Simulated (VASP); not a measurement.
# Ge3P4 (Fd-3m) in VASP: relaxation of cell and atoms with PBE

Aim: the relaxation of cell and atoms of Ge3P4 with PBE.

Program: VASP 6.6.1. These are calculated values, not measurements. Logs are shortened: lines on timing, memory, paths and dates and some standing lists are left out, and cuts for length are marked.

### Step 1. The crystal as given

Symmetry: Fd-3m, No. 227, cubic system. The conventional cell has a = 10.100 Å, b = 10.100 Å, c = 10.100 Å, α = 90.00°, β = 90.00°, γ = 90.00°. Ge (site symmetry -43m) is surrounded by 4 P at 2.33 Å. Around Ge (site symmetry -3m) lie 6 P at 2.45 Å. P (site symmetry 3m) is surrounded by 4 Ge at 2.33 to 2.45 Å.

The cell was built by a generator and needn't be a form met in nature.

### Step 2. Relaxation of cell and atoms, PBE

INCAR reads:

```
SYSTEM = Ge3P4
PREC = Normal
ENCUT = 520
EDIFF = 1E-4
ISMEAR = 0
SIGMA = 0.15
LREAL = Auto
LASPH = .True.
NELM = 60
ALGO = Fast
ISIF = 3
LWAVE = .False.
LCHARG = .False.
GGA = PE
IBRION = 2
NSW = 24
EDIFFG = -0.08
```

KPOINTS reads:

```
Automatic mesh
0
Gamma
  3 3 3
  0 0 0
```

POSCAR reads:

```
Ge3P4
1.0
    0.0000000000      5.0500000000      5.0500000000
    5.0500000000      0.0000000000      5.0500000000
    5.0500000000      5.0500000000      0.0000000000
Ge P
6 8
Direct
    0.2500000000      0.2500000000      0.2500000000
    0.0000000000      0.0000000000      0.0000000000
    0.6250000000      0.6250000000      0.6250000000
    0.1250000000      0.6250000000      0.6250000000
    0.6250000000      0.6250000000      0.1250000000
    0.6250000000      0.1250000000      0.6250000000
    0.3830000000      0.3830000000      0.8510000000
    0.3830000000      0.3830000000      0.3830000000
    0.3830000000      0.8510000000      0.3830000000
    0.8510000000      0.3830000000      0.3830000000
    0.8670000000      0.3990000000      0.8670000000
    0.3990000000      0.8670000000      0.8670000000
    0.8670000000      0.8670000000      0.3990000000
    0.8670000000      0.8670000000      0.8670000000
```

Potentials or basis: VASP PAW PBE potentials, release 64 (Ge_d, P).

On the command line:

```
$ cat potpaw_PBE.64/Ge_d/POTCAR potpaw_PBE.64/P/POTCAR > POTCAR
$ mpirun -np 1 vasp_std > vasp.out
```

OUTCAR:

```text
SYSTEM = Ge3P4
   PREC = Normal
   ENCUT = 520
   EDIFF = 1E-4
   ISMEAR = 0
   LREAL = Auto
   LASPH = .True.
   NELM = 60
   ISIF = 3
   GGA = PE
   IBRION = 2
   NSW = 24
   EDIFFG = -0.08

 ion  position               nearest neighbor table
   1  0.250  0.250  0.250-   7 2.33   9 2.33  10 2.33   8 2.33
   2  0.000  0.000  0.000-  11 2.33  12 2.33  13 2.33  14 2.33
   3  0.625  0.625  0.625-   9 2.45  10 2.45  11 2.45  12 2.45   7 2.45  13 2.45
   4  0.125  0.625  0.625-   8 2.45  14 2.45   9 2.45  11 2.45  13 2.45   7 2.45
   5  0.625  0.625  0.125-   8 2.45  14 2.45  10 2.45  11 2.45  12 2.45   9 2.45
   6  0.625  0.125  0.625-   8 2.45  14 2.45  10 2.45  12 2.45  13 2.45   7 2.45
   7  0.383  0.383  0.851-   1 2.33   3 2.45   4 2.45   6 2.45
   8  0.383  0.383  0.383-   1 2.33   4 2.45   5 2.45   6 2.45
   9  0.383  0.851  0.383-   1 2.33   3 2.45   4 2.45   5 2.45
  10  0.851  0.383  0.383-   1 2.33   3 2.45   5 2.45   6 2.45
  11  0.867  0.399  0.867-   2 2.33   3 2.45   4 2.45   5 2.45
  12  0.399  0.867  0.867-   2 2.33   3 2.45   5 2.45   6 2.45
  13  0.867  0.867  0.399-   2 2.33   3 2.45   4 2.45   6 2.45
  14  0.867  0.867  0.867-   2 2.33   4 2.45   5 2.45   6 2.45

  LATTYP: Found a face centered cubic cell.
 ALAT       =    10.1000000000

  Lattice vectors:

 A1 = (   0.0000000000,   5.0500000000,   5.0500000000)
 A2 = (   5.0500000000,   0.0000000000,   5.0500000000)
 A3 = (   5.0500000000,   5.0500000000,   0.0000000000)

Analysis of symmetry for initial positions (statically):
=====================================================================
 Subroutine PRICEL returns:
 Original cell was already a primitive cell.

 Routine SETGRP: Setting up the symmetry group for a
 face centered cubic supercell.

 Subroutine GETGRP returns: Found 48 space group operations
 (whereof 24 operations were pure point group operations)
 out of a pool of 48 trial point group operations.

The static configuration has the point symmetry T_d .
 The point group associated with its full space group is O_h .

Analysis of symmetry for dynamics (positions and initial velocities):
=====================================================================
 Subroutine PRICEL returns:
 Original cell was already a primitive cell.

 Routine SETGRP: Setting up the symmetry group for a
 face centered cubic supercell.

 Subroutine GETGRP returns: Found 48 space group operations
 (whereof 24 operations were pure point group operations)
 out of a pool of 48 trial point group operations.

The dynamic configuration has the point symmetry T_d .
 The point group associated with its full space group is O_h .

 Subroutine INISYM returns: Found 48 space group operations
 (whereof 24 operations are pure point group operations),
 and found     1 'primitive' translations

----------------------------------------------------------------------------------------

                                     Primitive cell

  volume of cell :     257.5752

  direct lattice vectors                    reciprocal lattice vectors
     0.000000000  5.050000000  5.050000000    -0.099009901  0.099009901  0.099009901
     5.050000000  0.000000000  5.050000000     0.099009901 -0.099009901  0.099009901
     5.050000000  5.050000000  0.000000000     0.099009901  0.099009901 -0.099009901

  length of vectors
     7.141778490  7.141778490  7.141778490     0.171490179  0.171490179  0.171490179

  position of ions in fractional coordinates (direct lattice)
     0.250000000  0.250000000  0.250000000
     0.000000000  0.000000000  0.000000000
     0.625000000  0.625000000  0.625000000
     0.125000000  0.625000000  0.625000000
     0.625000000  0.625000000  0.125000000
     0.625000000  0.125000000  0.625000000
     0.383000000  0.383000000  0.851000000
     0.383000000  0.383000000  0.383000000
     0.383000000  0.851000000  0.383000000
     0.851000000  0.383000000  0.383000000
     0.867000000  0.399000000  0.867000000
     0.399000000  0.867000000  0.867000000
     0.867000000  0.867000000  0.399000000
     0.867000000  0.867000000  0.867000000

  ion indices of the primitive-cell ions
   primitive index   ion index
                 1           1
                 2           2
                 3           3
                 4           4
                 5           5
                 6           6
                 7           7
                 8           8
                 9           9
                10          10
                11          11
                12          12
                13          13
                14          14

----------------------------------------------------------------------------------------

 KPOINTS: Automatic mesh

Automatic generation of k-mesh.
 Grid dimensions read from file:
 generate k-points for:    3    3    3

 Generating k-lattice:

  Cartesian coordinates                     Fractional coordinates (reciprocal lattice)
    -0.033003300  0.033003300  0.033003300     0.333333333  0.000000000  0.000000000
     0.033003300 -0.033003300  0.033003300     0.000000000  0.333333333  0.000000000
     0.033003300  0.033003300 -0.033003300     0.000000000  0.000000000  0.333333333

  Length of vectors
     0.057163393  0.057163393  0.057163393

  Shift w.r.t. Gamma in fractional coordinates (k-lattice)
     0.000000000  0.000000000  0.000000000

 Subroutine IBZKPT returns following result:
 ===========================================

 Found      4 irreducible k-points:

 Following reciprocal coordinates:
            Coordinates               Weight
  0.000000  0.000000  0.000000      1.000000
  0.333333  0.000000  0.000000      8.000000
  0.333333  0.333333  0.000000      6.000000
 -0.333333  0.333333  0.000000     12.000000
   k-points           NKPTS =      4   k-points in BZ     NKDIM =      4   number of bands    NBANDS=     74
   number of dos      NEDOS =    301   number of ions     NIONS =     14
   total plane-waves  NPLWV =  64000
   dimension x,y,z NGX =    40 NGY =   40 NGZ =   40
   dimension x,y,z NGXF=    80 NGYF=   80 NGZF=   80
   ions per type =               6   8
   NGX,Y,Z   is equivalent  to a cutoff of   9.31,  9.31,  9.31 a.u.
   NGXF,Y,Z  is equivalent  to a cutoff of  18.62, 18.62, 18.62 a.u.
 SYSTEM =  Ge3P4
   PREC   = normal    normal or accurate (medium, high low for compatibility)
   ISTART =      0    job   : 0-new  1-cont  2-samecut
   ICHARG =      2    charge: 1-file 2-atom 10-const
   ISPIN  =      1    spin polarized calculation?
   LNONCOLLINEAR =      F non collinear calculations
   LSORBIT =      F    spin-orbit coupling
   LASPH  =      T    aspherical Exc in radial PAW
   ENCUT  =  520.0 eV  38.22 Ry    6.18 a.u.  13.28 13.28 13.28*2*pi/ulx,y,z
   NELM   =     60;   NELMIN=  2; NELMDL= -5     # of ELM steps
   EDIFF  = 0.1E-03   stopping-criterion for ELM
   LREAL  =      T    real-space projection
   EDIFFG = -.8E-01   stopping-criterion for IOM
   NSW    =     24    number of steps for IOM
   IBRION =      2    ionic relax: 0-MD 1-quasi-New 2-CG
   NFREE  =      1    steps in history (QN), initial steepest desc. (CG)
   ISIF   =      3    stress and relaxation
   ISYM   =      2    0-nonsym 1-usesym 2-fastsym
   POTIM  = 0.5000    time-step for ionic-motion
   TEBEG  =    0.0;   TEEND  =   0.0 temperature during run
   PSTRESS=    0.0 pullay stress
   NELECT =     124.0000    total number of electrons
   NUPDOWN=      -1.0000    fix difference up-down
   EMIN   =  10.00;   EMAX   =-10.00  energy-range for DOS
   EFERMI =   0.00;   METHOD = LEGACY
   ISMEAR =     0;   SIGMA  =   0.15  broadening in eV -4-tet -1-fermi 0-gaus
   EFERMI_NEDOS =   21; number of points for ismear=-14 and -15
   IALGO  =     68    algorithm
   IMIX   =      4    mixing-type and parameters
     AMIX     =   0.40;   BMIX     =  1.00
     AMIX_MAG =   1.60;   BMIX_MAG =  1.00
  volume/ion in A,a.u.               =      18.40       124.16
  Fermi-wavevector in a.u.,A,eV,Ry     =   1.283061  2.424634 22.398535  1.646246
  Thomas-Fermi vector in A             =   2.415336
   LORBIT       =      0    0 simple, 1 ext, 2 COOP (PROOUT), +10 PAW based schemes
   GGA     = PE    functional components
   LHFCALC =     F    Hartree Fock is set to
   AEXX    =    0.0000 exact exchange contribution
   IVDW    =     0    specifies the selected vdW correction
   LEPSILON=     F    determine dielectric tensor
   LRPA    =     F    only Hartree local field effects (RPA)
 conjugate gradient relaxation of ions
 non-spin polarized calculation
 RMM-DIIS sequential band-by-band and
 Gauss-broadening in eV      SIGMA  =   0.15
  energy-cutoff  :      520.00
  volume of cell :      257.58
 maximum number of plane-waves:      6967
   NGX = 27   NGY = 27   NGZ = 27

--------------------------------------- Ionic step        1  -------------------------------------------

 number of electron     123.9999769 magnetization

 Free energy of the ion-electron system (eV)
  ---------------------------------------------------
  ext. energy  EPLUGINS =         0.00000000
  ---------------------------------------------------
  free energy    TOTEN  =       -66.27506289 eV

  energy without entropy =      -66.19614605  energy(sigma->0) =      -66.23560447

------------------------ aborting loop because EDIFF is reached ----------------------------------------

  FORCE on cell =-STRESS in cart. coord.  units (eV):
  Direction    XX          YY          ZZ          XY          YZ          ZX
  --------------------------------------------------------------------------------------
  -------------------------------------------------------------------------------------
  Total       10.2113880     10.2113880     10.2113880      0.0000000      0.0000000     -0.0000000
  in kB       63.5171834     63.5171834     63.5171834      0.0000000      0.0000000     -0.0000000
  external PRESSURE =      63.5171834 kB  Pullay stress =       0.0000000 kB
[... 177 lines left out ...]
  energy  without entropy=      -66.5429610327  energy(sigma->0) =      -66.58660659

--------------------------------------- Ionic step        5  -------------------------------------------

 number of electron     124.0000480 magnetization

 Free energy of the ion-electron system (eV)
  ---------------------------------------------------
  ext. energy  EPLUGINS =         0.00000000
  ---------------------------------------------------
  free energy    TOTEN  =       -66.63818562 eV

  energy without entropy =      -66.55056470  energy(sigma->0) =      -66.59437516

 E-fermi :   5.8219     XC(G=0): -10.1619

 val. band max:        5.7845518024   @ k =   0.3333   0.3333   0.0000
 cond. band min:       5.9248290381   @ k =   0.0000   0.0000   0.0000
 fundamental gap:      0.1402772357
 Fermi energy:         5.8218540001

 k-point     1 :       0.0000    0.0000    0.0000
  band No.  band energies     occupation
      1     -19.1863      2.00000
      2     -19.1863      2.00000
      3     -19.1863      2.00000
      4     -19.1857      2.00000
      5     -19.1857      2.00000
      6     -19.1857      2.00000
[... 338 lines left out ...]
  FREE ENERGIE OF THE ION-ELECTRON SYSTEM (eV)
  ---------------------------------------------------
  free  energy   TOTEN  =       -66.6381856217 eV

  energy  without entropy=      -66.5505647011  energy(sigma->0) =      -66.59437516

 reached required accuracy - stopping structural energy minimisation
```

Run time: 4.9 min. Hardware: 1 thread of Intel Xeon Platinum 8259CL at 2.50GHz (Skylake/Cascade Lake), shared host; peak memory 0.27 GiB.

What came out:

```
Free energy                            : -66.6382 eV
Relaxed volume                         : 19.75 Å³/atom
Relaxed cell                           : a = 7.312 Å, b = 7.312 Å, c = 7.312 Å, α = 60.00°, β = 60.00°, γ = 60.00°
Space group after relaxing (to 0.05 Å) : Fd-3m (No. 227)
Energy gained by relaxing              : 25.9 meV/atom
Ionic steps                            : 5
Pressure after relaxing                : -0.4 GPa
Largest force after relaxing           : 0.063 eV/Å
Band gap on the k mesh                 : none (metal or under the smearing width)
```

Forces in eV/Å, atoms in the order of the input:
```
Ge   0.000  0.000  0.000
Ge   0.000  0.000  0.000
Ge   0.000  0.000  0.000
Ge   0.000  0.000  0.000
Ge   0.000  0.000  0.000
Ge   0.000  0.000  0.000
P   -0.036 -0.036  0.036
P    0.036  0.036  0.036
P   -0.036  0.036 -0.036
P    0.036 -0.036 -0.036
P    0.036 -0.036  0.036
P   -0.036  0.036  0.036
P    0.036  0.036 -0.036
P   -0.036 -0.036 -0.036
```

Step by step:
| step | energy change (eV) | largest force (eV/Å) | pressure (GPa) | volume (Å³) |
| --- | --- | --- | --- | --- |
| 1 | 0.0000 | 0.0084 | 6.35 | 257.58 |
| 2 | -0.2823 | 0.2426 | -2.45 | 285.73 |
| 3 | -0.3555 | 0.1748 | -0.24 | 276.46 |
| 4 | -0.3552 | 0.1705 | 0.77 | 275.71 |
| 5 | -0.3631 | 0.0626 | -0.39 | 276.43 |

Final structure:
```
Ge P
1.0
     0.00000    5.17036    5.17036
     5.17036    0.00000    5.17036
     5.17036    5.17036    0.00000
Ge P
6 8
Direct
  0.25000 0.25000 0.25000
  0.00000 0.00000 0.00000
  0.62500 0.62500 0.62500
  0.12500 0.62500 0.62500
  0.62500 0.62500 0.12500
  0.62500 0.12500 0.62500
  0.38344 0.38344 0.84968
  0.38344 0.38344 0.38344
  0.38344 0.84968 0.38344
  0.84968 0.38344 0.38344
  0.86656 0.40032 0.86656
  0.40032 0.86656 0.86656
  0.86656 0.86656 0.40032
  0.86656 0.86656 0.86656
```

Levels at points of the mesh, in eV from the Fermi level:
```tsv
k point	band 59	band 60	band 61	band 62	band 63	band 64	band 65	band 66	band 67	band 68
(0.00, 0.00, 0.00)	-0.48	-0.35	-0.35	-0.35	-0.29	-0.29	0.10	0.10	0.10	0.91
```

Caveat: the relaxation stopped at a loose force limit of 0.08 eV/Å, so its end isn't a converged minimum.
